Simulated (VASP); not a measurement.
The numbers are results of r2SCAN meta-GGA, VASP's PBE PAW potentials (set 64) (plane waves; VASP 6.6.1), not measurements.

The input files of a VASP run:

POSCAR:
```
SnO
1
    3.8657710943     0.0000001496    -0.0000000000
   -1.9328848702     3.3478547545    -0.0000000000
    0.0000000000    -0.0000000000    13.3518770594
Sn O
1 1
Direct
  0.6666670000   0.3333330000   0.5000000000
  0.3333330000   0.6666670000   0.5000000000
```

### KPOINTS_OPT
```
k-points along high-symmetry lines
20
Line-mode
Reciprocal
  0.000000   0.000000   0.000000 ! GAMMA
  0.500000   0.000000   0.000000 ! M

  0.500000   0.000000   0.000000 ! M
  0.333333   0.333333   0.000000 ! K

  0.333333   0.333333   0.000000 ! K
  0.000000   0.000000   0.000000 ! GAMMA
```

### INCAR
```
ENCUT  =  520   # plane-wave cut-off (eV)
SYSTEM  =  SnO
LMAXMIX  =  4
NEDOS  =  601   # DOS grid
ISMEAR  =  -5
METAGGA  =  R2SCAN
ISIF  =  2   # forces and stress, cell fixed
LORBIT  =  11
PREC  =  Accurate
EDIFF  =  1E-7   # SCF stop (eV)
NELM  =  100   # most electronic steps
LCHARG  =  F
LASPH  =  T
LWAVE  =  F
ALGO  =  Normal   # blocked Davidson
LREAL  =  F   # projection in real space or not
LMIXTAU  =  T
```

File KPOINTS:
```
Automatic mesh
0
Gamma
9 9 1
0 0 0
```

POTCAR, in this order: Sn_d O (PBE.64 set). Program: vasp_std.

The run wrote:

**OSZICAR**
```
       N       E                     dE             d eps       ncg     rms          rms(c)
DAV:   1     0.132349806822E+03    0.13235E+03   -0.94866E+03   360   0.124E+03
DAV:   2    -0.107275464632E+02   -0.14308E+03   -0.14003E+03   396   0.289E+02
DAV:   3    -0.382645202622E+02   -0.27537E+02   -0.27365E+02   412   0.133E+02
DAV:   4    -0.391481020614E+02   -0.88358E+00   -0.88039E+00   436   0.288E+01
DAV:   5    -0.391646361503E+02   -0.16534E-01   -0.16495E-01   410   0.382E+00    0.857E+00
DAV:   6    -0.345439319887E+02    0.46207E+01   -0.13029E+01   456   0.505E+01    0.394E+00
DAV:   7    -0.328984271144E+02    0.16455E+01   -0.12238E+00   402   0.875E+00    0.204E+00
DAV:   8    -0.337078619378E+02   -0.80943E+00   -0.55391E-01   394   0.776E+00    0.824E-01
DAV:   9    -0.314950213563E+02    0.22128E+01   -0.55847E-01   396   0.890E+00    0.428E-01
DAV:  10    -0.319288656586E+02   -0.43384E+00   -0.28954E-01   348   0.466E+00    0.383E-01
DAV:  11    -0.320350977927E+02   -0.10623E+00   -0.87671E-02   422   0.325E+00    0.199E-01
DAV:  12    -0.317386229336E+02    0.29647E+00   -0.78337E-02   360   0.249E+00    0.294E-01
DAV:  13    -0.317251035992E+02    0.13519E-01   -0.46785E-02   342   0.227E+00    0.200E-01
DAV:  14    -0.316999856536E+02    0.25118E-01   -0.11077E-02   348   0.808E-01    0.188E-01
DAV:  15    -0.316993812660E+02    0.60439E-03   -0.32674E-03   360   0.458E-01    0.290E-01
DAV:  16    -0.316959234495E+02    0.34578E-02   -0.60343E-02   354   0.156E+00    0.214E-01
DAV:  17    -0.317019162111E+02   -0.59928E-02   -0.95972E-03   336   0.106E+00    0.107E-01
DAV:  18    -0.317111543640E+02   -0.92382E-02   -0.14421E-02   360   0.841E-01    0.100E-01
DAV:  19    -0.317209504024E+02   -0.97960E-02   -0.14615E-02   422   0.102E+00    0.172E-01
DAV:  20    -0.317248772996E+02   -0.39269E-02   -0.36801E-03   360   0.609E-01    0.143E-01
DAV:  21    -0.317277777677E+02   -0.29005E-02   -0.94706E-03   366   0.669E-01    0.269E-02
DAV:  22    -0.317375100389E+02   -0.97323E-02   -0.54396E-03   336   0.766E-01    0.335E-02
DAV:  23    -0.317383190925E+02   -0.80905E-03   -0.35065E-04   396   0.162E-01    0.222E-02
DAV:  24    -0.317346096863E+02    0.37094E-02   -0.22629E-03   348   0.545E-01    0.421E-02
DAV:  25    -0.317298672748E+02    0.47424E-02   -0.18732E-03   336   0.495E-01    0.498E-02
DAV:  26    -0.317277140639E+02    0.21532E-02   -0.12170E-03   348   0.367E-01    0.176E-02
DAV:  27    -0.317269980832E+02    0.71598E-03   -0.59333E-04   348   0.304E-01    0.694E-03
DAV:  28    -0.317268921959E+02    0.10589E-03   -0.10612E-03   336   0.320E-01    0.886E-03
DAV:  29    -0.317275936817E+02   -0.70149E-03   -0.16562E-04   348   0.123E-01    0.665E-03
DAV:  30    -0.317278455909E+02   -0.25191E-03   -0.13497E-04   336   0.122E-01    0.615E-03
DAV:  31    -0.317280708312E+02   -0.22524E-03   -0.12258E-04   336   0.961E-02    0.510E-03
DAV:  32    -0.317279841720E+02    0.86659E-04   -0.19427E-05   336   0.459E-02    0.491E-03
DAV:  33    -0.317281888286E+02   -0.20466E-03   -0.63544E-05   336   0.782E-02    0.380E-03
DAV:  34    -0.317282705038E+02   -0.81675E-04   -0.21568E-05   342   0.415E-02    0.242E-03
DAV:  35    -0.317282725711E+02   -0.20673E-05   -0.91199E-07   396   0.894E-03    0.170E-03
DAV:  36    -0.317282747788E+02   -0.22077E-05   -0.18094E-06   336   0.121E-02    0.689E-04
DAV:  37    -0.317282764539E+02   -0.16751E-05   -0.83576E-07   348   0.988E-03    0.449E-04
DAV:  38    -0.317282757156E+02    0.73830E-06   -0.38601E-07   348   0.647E-03    0.572E-04
DAV:  39    -0.317282758817E+02   -0.16606E-06   -0.48582E-08   252   0.258E-03    0.521E-04
DAV:  40    -0.317282758402E+02    0.41432E-07   -0.10355E-07   256   0.349E-03
   1 F= -.31728276E+02 E0= -.31728276E+02  d E =0.000000E+00
       N       E                     dE             ncg
       N       E                     dE             ncg
       N       E                     dE             ncg
       N       E                     dE             ncg
       N       E                     dE             ncg
```

OUTCAR:
```
------------------------ aborting loop because EDIFF is reached ----------------------------------------
  FORCE on cell =-STRESS in cart. coord.  units (eV):
  Direction    XX          YY          ZZ          XY          YZ          ZX
  --------------------------------------------------------------------------------------
  Total        0.0555606      0.0555606     -0.0356685      0.0000000     -0.0000000      0.0000000
  in kB        0.5151485      0.5151482     -0.3307123      0.0000001     -0.0000000      0.0000000
  external PRESSURE =       0.2331948 kB  Pullay stress =       0.0000000 kB
  volume of cell :      172.80
      direct lattice vectors                 reciprocal lattice vectors
     3.865771094  0.000000150  0.000000000     0.258680598  0.149349315  0.000000000
    -1.932884870  3.347854755  0.000000000    -0.000000012  0.298698734  0.000000000
     0.000000000  0.000000000 13.351877059     0.000000000  0.000000000  0.074895836
 POSITION                                       TOTAL-FORCE (eV/Angst)
 -----------------------------------------------------------------------------------
      1.93289      1.11595      6.67594         0.000000      0.000000      0.000000
     -0.00000      2.23190      6.67594        -0.000000      0.000000      0.000000
 -----------------------------------------------------------------------------------
    total drift:                                0.001272     -0.000775      0.000000
  FREE ENERGIE OF THE ION-ELECTRON SYSTEM (eV)
  ---------------------------------------------------
  free  energy   TOTEN  =       -31.7282758402 eV

  energy  without entropy=      -31.7282758402  energy(sigma->0) =      -31.72827584

 total charge

# of ion       s       p       d       tot
------------------------------------------
    1        1.350   0.639  10.043  12.031
    2        1.608   3.346   0.000   4.955
--------------------------------------------------
tot          2.958   3.985  10.043  16.986
```
(Selected blocks of OUTCAR.)

The cell holds a wide vacuum, so values per volume refer to the whole cell.

The cell is a sheet with vacuum, built from a generated structure.
